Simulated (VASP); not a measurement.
A cell of ScPtO₂ (relaxed from the delafossite structure, space group R-3m) near equilibrium:

```yaml
crystal:
  lattice:
    - [1.54933, 0.89450, 6.10948]
    - [-1.54933, 0.89450, 6.10948]
    - [0.00000, -1.78901, 6.10948]
  atoms:
    - { symbol: Pt, position: [0.00000, 0.00000, 0.00000] }
    - { symbol: Sc, position: [0.50000, 0.50000, 0.50000] }
    - { symbol: O, position: [0.10932, 0.10932, 0.10932] }
    - { symbol: O, position: [0.89068, 0.89068, 0.89068] }
```

Method: PBEsol GGA, VASP's PBE PAW potentials (set 64) (plane waves; VASP 6.6.1).

| run | ΔE (meV/atom) | σxx | σyy | σzz | largest shear component, with its sign (GPa) | largest force (eV/Å) |
|---|---|---|---|---|---|---|
| as it is | 0.0 | -0.12 | -0.12 | -0.19 | 0.00 | 0.015 |
| after one change | 53.9 | -11.30 | -11.30 | -19.01 | 0.00 | 0.054 |
Stress is in GPa, positive when the cell is compressed.

Q: Which change was made?
(A) atom 2 (Sc) moved by 0.050 Å along z
(B) biaxial strain of -1.0 % in the yz plane
(C) isotropic strain of +3.0 %
(D) uniaxial strain of -2.0 % along z

A: C, isotropic strain of +3.0 %

The structure was generated: ScPtO2 was put into the delafossite type (R-3m), which need not be its known phase. The electron count is odd and the run is not spin-polarised, which forces a metal.
